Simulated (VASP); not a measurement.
Set up this calculation in VASP 6.6.1, as the native input.

- Task: single point
- Functional: PBE
- Potentials or basis: VASP PAW PBE potentials, release 64 (Hf_pv, Mg)
- Cutoff: 520 eV
- k mesh: 8 × 8 × 8
- Occupations: fermi-dirac, width 0.05 eV
- Spin: no spin polarisation
- Further INCAR settings: ALGO = Normal; EDIFF = 1e-07; NBANDS = 16

The structure of HfMg3 lies in POSCAR:

```
HfMg3
1.0
   -2.2263530000      2.2263530000      4.4846200000
    2.2263530000     -2.2263530000      4.4846200000
    2.2263530000      2.2263530000     -4.4846200000
Hf Mg
1 3
Direct
    0.0000000000      0.0000000000      0.0000000000
    0.7500000000      0.2500000000      0.5000000000
    0.2500000000      0.7500000000      0.5000000000
    0.5000000000      0.5000000000      0.0000000000
```

The cell comes from a database or a generator and needn't be the stable form of this composition.

One way to write it, as run:

INCAR

```
  PREC = Accurate
  ENCUT = 520
  EDIFF = 1E-7
  ISMEAR = -1
  SIGMA = 0.05
  LREAL = False
  LASPH = True
  NELM = 80
  ALGO = Normal
  ISIF = 2
  LWAVE = False
  LCHARG = False
  GGA = PE
  NBANDS = 16
```

KPOINTS

```
regular mesh
0
Gamma
  8 8 8
```

Potentials or basis: VASP PAW PBE potentials, release 64 (Hf_pv, Mg).

The run is started by

```sh
$ cat potpaw_PBE.64/Hf_pv/POTCAR potpaw_PBE.64/Mg/POTCAR > POTCAR
$ mpirun -np 1 vasp_std > vasp.out
```

Results of the run:

```json
{
  "Pressure": "-0.2 GPa",
  "Band gap on the k mesh": "none (metal or under the smearing width)"
}
```

It took 76 s on 1 thread of AMD EPYC 9R14 (Zen 4), on a shared host, peak memory 0.27 GiB.
